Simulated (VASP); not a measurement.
Level of theory: PBE GGA, VASP's PBE PAW potentials (set 64) (plane waves; VASP).

The input files of a VASP run:

KPOINTS:
```
Automatic
0
gamma
 1 1 1
```

INCAR:
```
ALGO=Fast
EDIFF=1E-5
EDIFFG=-0.03
ENCUT=400
GGA=PE
IBRION=2
ISIF=2
ISMEAR=0
LASPH=.True.
LCHARG=.False.
LMAXMIX=4
LREAL=Auto
LWAVE=.True.
NELM=100
NELMIN=4
NSW=20
PREC=Normal
SIGMA=0.05
SYSTEM=Ga36N36
```

POSCAR:
```
Ga36N36
1.0
  4.8683178927  -8.4321738171   0.0000000000
  4.8683178927   8.4321738171   0.0000000000
  0.0000000000   0.0000000000  10.5562839806
Ga N
36 36
direct
  0.2222220000   0.1111110000   0.2500000000
  0.1111110000   0.2222220000   0.0000000000
  0.2222220000   0.1111110000   0.7500000000
  0.1111110000   0.2222220000   0.5000000000
  0.2222220000   0.4444440000   0.2500000000
  0.1111110000   0.5555560000   0.0000000000
  0.2222220000   0.4444440000   0.7500000000
  0.1111110000   0.5555560000   0.5000000000
  0.2222220000   0.7777780000   0.2500000000
  0.1111110000   0.8888890000   0.0000000000
  0.2222220000   0.7777780000   0.7500000000
  0.1111110000   0.8888890000   0.5000000000
  0.5555560000   0.1111110000   0.2500000000
  0.4444440000   0.2222220000   0.0000000000
  0.5555560000   0.1111110000   0.7500000000
  0.4444440000   0.2222220000   0.5000000000
  0.5555560000   0.4444440000   0.2500000000
  0.4444440000   0.5555560000   0.0000000000
  0.5555560000   0.4444440000   0.7500000000
  0.4444440000   0.5555560000   0.5000000000
  0.5555560000   0.7777780000   0.2500000000
  0.4444440000   0.8888890000   0.0000000000
  0.5555560000   0.7777780000   0.7500000000
  0.4444440000   0.8888890000   0.5000000000
  0.8888890000   0.1111110000   0.2500000000
  0.7777780000   0.2222220000   0.0000000000
  0.8888890000   0.1111110000   0.7500000000
  0.7777780000   0.2222220000   0.5000000000
  0.8888890000   0.4444440000   0.2500000000
  0.7777780000   0.5555560000   0.0000000000
  0.8888890000   0.4444440000   0.7500000000
  0.7777780000   0.5555560000   0.5000000000
  0.8888890000   0.7777780000   0.2500000000
  0.7777780000   0.8888890000   0.0000000000
  0.8888890000   0.7777780000   0.7500000000
  0.7777780000   0.8888890000   0.5000000000
  0.2222220000   0.1111110000   0.4385000000
  0.1111110000   0.2222220000   0.1885000000
  0.2222220000   0.1111110000   0.9385000000
  0.1111110000   0.2222220000   0.6885000000
  0.2222220000   0.4444440000   0.4385000000
  0.1111110000   0.5555560000   0.1885000000
  0.2222220000   0.4444440000   0.9385000000
  0.1111110000   0.5555560000   0.6885000000
  0.2222220000   0.7777780000   0.4385000000
  0.1111110000   0.8888890000   0.1885000000
  0.2222220000   0.7777780000   0.9385000000
  0.1111110000   0.8888890000   0.6885000000
  0.5555560000   0.1111110000   0.4385000000
  0.4444440000   0.2222220000   0.1885000000
  0.5555560000   0.1111110000   0.9385000000
  0.4444440000   0.2222220000   0.6885000000
  0.5555560000   0.4444440000   0.4385000000
  0.4444440000   0.5555560000   0.1885000000
  0.5555560000   0.4444440000   0.9385000000
  0.4444440000   0.5555560000   0.6885000000
  0.5555560000   0.7777780000   0.4385000000
  0.4444440000   0.8888890000   0.1885000000
  0.5555560000   0.7777780000   0.9385000000
  0.4444440000   0.8888890000   0.6885000000
  0.8888890000   0.1111110000   0.4385000000
  0.7777780000   0.2222220000   0.1885000000
  0.8888890000   0.1111110000   0.9385000000
  0.7777780000   0.2222220000   0.6885000000
  0.8888890000   0.4444440000   0.4385000000
  0.7777780000   0.5555560000   0.1885000000
  0.8888890000   0.4444440000   0.9385000000
  0.7777780000   0.5555560000   0.6885000000
  0.8888890000   0.7777780000   0.4385000000
  0.7777780000   0.8888890000   0.1885000000
  0.8888890000   0.7777780000   0.9385000000
  0.7777780000   0.8888890000   0.6885000000
```

POTCAR, in this order: Ga N (PBE.64 set). Program: vasp_gam.

Output

File OSZICAR:
```
       N       E                     dE             d eps       ncg     rms          rms(c)
DAV:   1     0.200958080929E+04    0.20096E+04   -0.13087E+05   370   0.123E+03
DAV:   2    -0.268840464240E+03   -0.22784E+04   -0.21659E+04   455   0.291E+02
DAV:   3    -0.500638544240E+03   -0.23180E+03   -0.22897E+03   436   0.978E+01
DAV:   4    -0.507376167635E+03   -0.67376E+01   -0.66929E+01   460   0.171E+01
DAV:   5    -0.507566353727E+03   -0.19019E+00   -0.18993E+00   468   0.261E+00    0.539E+01
RMM:   6    -0.430166913790E+03    0.77399E+02   -0.33275E+02   362   0.308E+01    0.217E+01
RMM:   7    -0.433848870175E+03   -0.36820E+01   -0.64570E+01   362   0.141E+01    0.126E+01
RMM:   8    -0.432971740379E+03    0.87713E+00   -0.44026E+00   362   0.447E+00    0.284E+00
RMM:   9    -0.433049473110E+03   -0.77733E-01   -0.87924E-01   370   0.178E+00    0.130E+00
RMM:  10    -0.433107274048E+03   -0.57801E-01   -0.10133E+00   377   0.160E+00    0.133E+00
RMM:  11    -0.433070257194E+03    0.37017E-01   -0.37683E-01   362   0.119E+00    0.380E-01
RMM:  12    -0.433067854243E+03    0.24030E-02   -0.25798E-02   365   0.388E-01    0.220E-01
RMM:  13    -0.433066680855E+03    0.11734E-02   -0.11087E-02   368   0.180E-01    0.423E-02
RMM:  14    -0.433066835441E+03   -0.15459E-03   -0.17965E-03   395   0.722E-02    0.269E-02
RMM:  15    -0.433066835804E+03   -0.36363E-06   -0.28431E-04   364   0.285E-02    0.142E-02
RMM:  16    -0.433066840566E+03   -0.47612E-05   -0.52550E-05   296   0.124E-02
   1 F= -.43306684E+03 E0= -.43306684E+03  d E =-.433067E+03
```

### OUTCAR
```
------------------------ aborting loop because EDIFF is reached ----------------------------------------
  FORCE on cell =-STRESS in cart. coord.  units (eV):
  Direction    XX          YY          ZZ          XY          YZ          ZX
  --------------------------------------------------------------------------------------
  Total       -9.0274816     -9.0274814    -19.9872553      0.0000000      0.0000000      0.0000000
  in kB      -16.6885136    -16.6885131    -36.9491287      0.0000000      0.0000000      0.0000000
  external PRESSURE =     -23.4420518 kB  Pullay stress =       0.0000000 kB
  volume of cell :      866.68
      direct lattice vectors                 reciprocal lattice vectors
     4.868317893 -8.432173817  0.000000000     0.102704879 -0.059296690  0.000000000
     4.868317893  8.432173817  0.000000000     0.102704879  0.059296690  0.000000000
     0.000000000  0.000000000 10.556283981     0.000000000  0.000000000  0.094730305
  FREE ENERGIE OF THE ION-ELECTRON SYSTEM (eV)
  ---------------------------------------------------
  free  energy   TOTEN  =      -433.0668405656 eV

  energy  without entropy=     -433.0668405656  energy(sigma->0) =     -433.06684057

 reached required accuracy - stopping structural energy minimisation
```
(Selected blocks of OUTCAR.)

At this cut-off the stress carries a Pulay error, which pulls relaxed volumes low. The supercell is sampled at Γ alone, which is coarse: total energies, pressure and levels can be off, energies of defects by several tenths of an eV.

The cell is a supercell, built from GaN (wurtzite).
